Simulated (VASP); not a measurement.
Computed with PBEsol GGA, VASP's PBE PAW potentials (set 64) (plane waves; VASP).

VASP input:

POSCAR:
```
TaTe
1
    0.0000000000     3.5564780000     3.5564780000
    3.5564780000     0.0000000000     3.5564780000
    3.5564780000     3.5564780000     0.0000000000
Ta Te
1 1
Direct
  0.0000000000   0.0000000000   0.0000000000
  0.2500000000   0.2500000000   0.2500000000
```

**INCAR**
```
# general
SYSTEM  = TaTe
PREC    = Accurate
ENCUT   = 400   # plane-wave cut-off (eV)
LREAL   = .False.   # projection in real space or not
LASPH   = .True.   # aspherical one-centre terms

# electronic loop
EDIFF   = 1E-6   # SCF stop (eV)
NELM    = 100   # most electronic steps
ALGO    = Normal
LMAXMIX = 6

# smearing
ISMEAR  = 1   # Methfessel-Paxton
SIGMA   = 0.1   # width (eV)

# functional
GGA     = PS

# ions
IBRION  = 2
NSW     = 60   # most ionic steps
ISIF    = 3   # ions, shape and volume
EDIFFG  = -0.01   # ionic stop

# output
LWAVE   = .False.
LCHARG  = .False.
```

**KPOINTS**
```
Automatic mesh
0
G
 8 8 8
```

POTCAR, in this order: Ta_pv Te (PBE.64 set). Program: vasp_std.

The resulting files:

**OUTCAR**
```
 ion  position               nearest neighbor table
   1  0.000  0.000  0.000-   2 3.08   2 3.08   2 3.08   2 3.08
   2  0.250  0.250  0.250-   1 3.08   1 3.08   1 3.08   1 3.08
  LATTYP: Found a face centered cubic cell.
 ALAT       =     7.1129560000
 Subroutine PRICEL returns:
 Original cell was already a primitive cell.
 Subroutine GETGRP returns: Found 24 space group operations
The static configuration has the point symmetry T_d .
The dynamic configuration has the point symmetry T_d .
 Subroutine INISYM returns: Found 24 space group operations
 Subroutine IBZKPT returns following result:
 Found     29 irreducible k-points:

 Following reciprocal coordinates:
            Coordinates               Weight
  0.000000  0.000000  0.000000      1.000000
  0.125000  0.000000  0.000000      8.000000
  0.250000  0.000000  0.000000      8.000000
  0.375000  0.000000  0.000000      8.000000
  0.500000  0.000000  0.000000      4.000000
  0.125000  0.125000  0.000000      6.000000
  0.250000  0.125000  0.000000     24.000000
  0.375000  0.125000  0.000000     24.000000
  0.500000  0.125000  0.000000     24.000000
...
```

### OSZICAR
```
       N       E                     dE             d eps       ncg     rms          rms(c)
DAV:   1     0.456126289694E+02    0.45613E+02   -0.73989E+03   888   0.925E+02
DAV:   2    -0.942825974821E+01   -0.55041E+02   -0.53261E+02   824   0.182E+02
DAV:   3    -0.127338989971E+02   -0.33056E+01   -0.31797E+01   916   0.379E+01
DAV:   4    -0.128711958876E+02   -0.13730E+00   -0.13177E+00  1104   0.685E+00
DAV:   5    -0.128748372187E+02   -0.36413E-02   -0.34091E-02  1000   0.765E-01    0.619E+00
DAV:   6    -0.119428809564E+02    0.93196E+00   -0.56549E+00   820   0.127E+01    0.196E+00
DAV:   7    -0.119245230796E+02    0.18358E-01   -0.31743E-01   848   0.308E+00    0.129E+00
DAV:   8    -0.119167887395E+02    0.77343E-02   -0.42736E-02   916   0.121E+00    0.293E-01
DAV:   9    -0.119164913072E+02    0.29743E-03   -0.25350E-03   984   0.282E-01    0.211E-01
DAV:  10    -0.119165291609E+02   -0.37854E-04   -0.62690E-04   876   0.178E-01    0.334E-02
DAV:  11    -0.119165233653E+02    0.57956E-05   -0.49345E-05   948   0.438E-02    0.122E-02
DAV:  12    -0.119165249755E+02   -0.16102E-05   -0.48451E-06   884   0.146E-02    0.307E-03
DAV:  13    -0.119165250479E+02   -0.72351E-07   -0.19071E-07   480   0.351E-03
   1 F= -.11916525E+02 E0= -.11916294E+02  d E =-.119165E+02
       N       E                     dE             d eps       ncg     rms          rms(c)
DAV:   1    -0.491618497093E+02   -0.37245E+02   -0.85069E+02   704   0.273E+02    0.506E+01
DAV:   2    -0.200967112011E+02    0.29065E+02   -0.67389E+01   704   0.956E+01    0.165E+01
DAV:   3    -0.135512431940E+02    0.65455E+01   -0.19412E+01   796   0.430E+01    0.117E+01
DAV:   4    -0.133437289836E+02    0.20751E+00   -0.15146E+00   760   0.103E+01    0.709E+00
DAV:   5    -0.132169911639E+02    0.12674E+00   -0.38440E-01   808   0.678E+00    0.461E+00
DAV:   6    -0.132217288128E+02   -0.47376E-02   -0.39698E-02   804   0.190E+00    0.263E-01
DAV:   7    -0.132213138379E+02    0.41497E-03   -0.28770E-03   828   0.401E-01    0.140E-01
DAV:   8    -0.132212705013E+02    0.43337E-04   -0.15615E-04   776   0.119E-01    0.452E-02
DAV:   9    -0.132212697598E+02    0.74146E-06   -0.12621E-05   832   0.319E-02    0.134E-02
DAV:  10    -0.132212694413E+02    0.31851E-06   -0.47451E-07   416   0.641E-03
   2 F= -.13221269E+02 E0= -.13220053E+02  d E =-.130474E+01
       N       E                     dE             d eps       ncg     rms          rms(c)
DAV:   1    -0.178189404209E+02   -0.45977E+01   -0.10577E+02   788   0.126E+02    0.129E+01
DAV:   2    -0.143980108661E+02    0.34209E+01   -0.10089E+01   756   0.270E+01    0.409E+00
DAV:   3    -0.139732591042E+02    0.42475E+00   -0.98299E-01   840   0.803E+00    0.155E+00
DAV:   4    -0.138997239048E+02    0.73535E-01   -0.31799E-01   760   0.386E+00    0.792E-01
DAV:   5    -0.139003237023E+02   -0.59980E-03   -0.95048E-03   852   0.838E-01    0.603E-01
DAV:   6    -0.139013523913E+02   -0.10287E-02   -0.33444E-03   772   0.499E-01    0.883E-02
DAV:   7    -0.139013495842E+02    0.28071E-05   -0.14241E-04   828   0.912E-02    0.510E-02
DAV:   8    -0.139013482567E+02    0.13275E-05   -0.46208E-05   772   0.400E-02    0.143E-02
DAV:   9    -0.139013485110E+02   -0.25427E-06   -0.14513E-06   528   0.105E-02
   3 F= -.13901349E+02 E0= -.13900796E+02  d E =-.198482E+01
       N       E                     dE             d eps       ncg     rms          rms(c)
DAV:   1    -0.139101334957E+02   -0.87852E-02   -0.20469E-01   768   0.509E+00    0.588E-01
DAV:   2    -0.139032712124E+02    0.68623E-02   -0.17998E-02   736   0.117E+00    0.184E-01
DAV:   3    -0.139023092371E+02    0.96198E-03   -0.21971E-03   836   0.371E-01    0.600E-02
DAV:   4    -0.139022095889E+02    0.99648E-04   -0.37099E-04   776   0.143E-01    0.413E-02
DAV:   5    -0.139022155709E+02   -0.59821E-05   -0.25423E-05   868   0.489E-02    0.142E-02
DAV:   6    -0.139022161218E+02   -0.55082E-06   -0.50311E-06   736   0.158E-02
   4 F= -.13902216E+02 E0= -.13901708E+02  d E =-.198569E+01
       N       E                     dE             d eps       ncg     rms          rms(c)
DAV:   1    -0.139029883804E+02   -0.77281E-03   -0.19985E-02   772   0.160E+00    0.183E-01
DAV:   2    -0.139023200504E+02    0.66833E-03   -0.17646E-03   740   0.364E-01    0.575E-02
DAV:   3    -0.139022261746E+02    0.93876E-04   -0.20965E-04   836   0.115E-01    0.186E-02
DAV:   4    -0.139022145567E+02    0.11618E-04   -0.37043E-05   776   0.452E-02    0.125E-02
DAV:   5    -0.139022140038E+02    0.55288E-06   -0.21469E-06   584   0.148E-02
   5 F= -.13902214E+02 E0= -.13901692E+02  d E =0.211793E-05
       N       E                     dE             d eps       ncg     rms          rms(c)
DAV:   1    -0.139024477862E+02   -0.23323E-03   -0.52680E-03   772   0.819E-01    0.947E-02
DAV:   2    -0.139022711648E+02    0.17662E-03   -0.46937E-04   736   0.188E-01    0.298E-02
DAV:   3    -0.139022469173E+02    0.24247E-04   -0.55290E-05   836   0.587E-02    0.964E-03
DAV:   4    -0.139022447845E+02    0.21328E-05   -0.98396E-06   760   0.234E-02    0.644E-03
DAV:   5    -0.139022452973E+02   -0.51281E-06   -0.52912E-07   368   0.759E-03
   6 F= -.13902245E+02 E0= -.13901730E+02  d E =-.291756E-04
```

OUTCAR:
```
------------------------ aborting loop because EDIFF is reached ----------------------------------------
  FORCE on cell =-STRESS in cart. coord.  units (eV):
  Direction    XX          YY          ZZ          XY          YZ          ZX
  --------------------------------------------------------------------------------------
  Total        0.0008948      0.0008948      0.0008948      0.0000000      0.0000000      0.0000000
  in kB        0.0242103      0.0242103      0.0242103      0.0000000      0.0000000      0.0000000
  external PRESSURE =       0.0242103 kB  Pullay stress =       0.0000000 kB
  volume of cell :       59.22
      direct lattice vectors                 reciprocal lattice vectors
    -0.000000000  3.093627356  3.093627356    -0.161622569  0.161622569  0.161622569
     3.093627356  0.000000000  3.093627356     0.161622569 -0.161622569  0.161622569
     3.093627356  3.093627356 -0.000000000     0.161622569  0.161622569 -0.161622569
 POSITION                                       TOTAL-FORCE (eV/Angst)
 -----------------------------------------------------------------------------------
      3.09363      3.09363     -0.00000        -0.000000     -0.000000      0.000000
      1.54681      1.54681      1.54681         0.000000      0.000000     -0.000000
 -----------------------------------------------------------------------------------
    total drift:                                0.000000      0.000000      0.000000
  FREE ENERGIE OF THE ION-ELECTRON SYSTEM (eV)
  ---------------------------------------------------
  free  energy   TOTEN  =       -13.9022452973 eV

  energy  without entropy=      -13.9007004388  energy(sigma->0) =      -13.90173034

 reached required accuracy - stopping structural energy minimisation
```
(Selected blocks of OUTCAR.)

**CONTCAR**
```
TaTe
   1.00000000000000
    -0.0000000000000000    3.0936273556920697    3.0936273556920697
     3.0936273556920697    0.0000000000000000    3.0936273556920697
     3.0936273556920697    3.0936273556920697   -0.0000000000000000
  Ta              Te
     1     1
Direct
     0.0000000000000000    0.0000000000000000    1.0000000000000000
     0.2500000000000000    0.2500000000000000    0.2500000000000000
```

Energy and stress use the plane-wave basis of the starting cell.

The structure was generated: TaTe was put into the zinc blende type (F-43m), which need not be its known phase. This run relaxes it. Symmetry was kept, so distortions that lower it aren't found. The electron count is odd and the run is not spin-polarised, which forces a metal.
